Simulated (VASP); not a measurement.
Calculation: r2SCAN meta-GGA, VASP's PBE PAW potentials (set 64) (plane waves; VASP).

A VASP calculation is set up with these files.

### KPOINTS
```
Automatic mesh
0
G
  16 16 16
0 0 0
```

POSCAR:
```
Ni
3.4762660
  0.0000000000   0.4975000379   0.5000000381
  0.4975000379   0.0000000000   0.5000000381
  0.4975000379   0.4975000379   0.0000000000
Ni
1
Cart
  0.0000000000   0.0000000000   0.0000000000
```

**INCAR**
```
LCHARG=F
ALGO=Normal
ENCUT=480
ISIF=2   ! forces and stress, cell fixed
EDIFF=1E-7   ! SCF stop (eV)
SYSTEM=Ni
LASPH=T
PREC=Accurate
SIGMA=0.1
LREAL=F
MAGMOM=0.8
ISMEAR=1   ! Methfessel-Paxton
LMIXTAU=T
METAGGA=R2SCAN
LORBIT=10
LWAVE=F
ISPIN=2
NELM=100
LMAXMIX=4
```

POTCAR, in this order: Ni (PBE.64 set). Program: vasp_std.

### Question
Estimate the energy per atom (σ→0), cell moment, pressure, band gap (on the k-mesh).

### Answer

```
Quantity                                                     Value
------------------------  ----------------------------------------
energy per atom (σ→0)                              -11.942 eV/atom
cell moment                                                0.75 μB
band gap (on the k-mesh)  none (metal, semimetal or under 0.01 eV)
pressure                                                  3.18 GPa
```

**OSZICAR**
```
...
DAV:  10    -0.119418948587E+02   -0.95645E-03   -0.30362E-02 15104   0.241E+00    0.233E-01
DAV:  11    -0.119418893233E+02    0.55354E-05   -0.13911E-02 13210   0.181E+00    0.203E-01
DAV:  12    -0.119417550021E+02    0.13432E-03   -0.32820E-03 13692   0.879E-01    0.284E-02
DAV:  13    -0.119417659159E+02   -0.10914E-04   -0.28232E-05 13520   0.783E-02    0.124E-02
DAV:  14    -0.119417677193E+02   -0.18034E-05   -0.34231E-06 13257   0.264E-02    0.521E-03
DAV:  15    -0.119417685698E+02   -0.85051E-06   -0.22497E-06 14503   0.207E-02    0.890E-04
DAV:  16    -0.119417685003E+02    0.69580E-07   -0.29762E-08  7079   0.209E-03
   1 F= -.11941769E+02 E0= -.11941979E+02  d E =0.632493E-03  mag=     0.7459
```

The compound is Ni in the fcc structure. This cell was strained or had an atom moved on purpose.
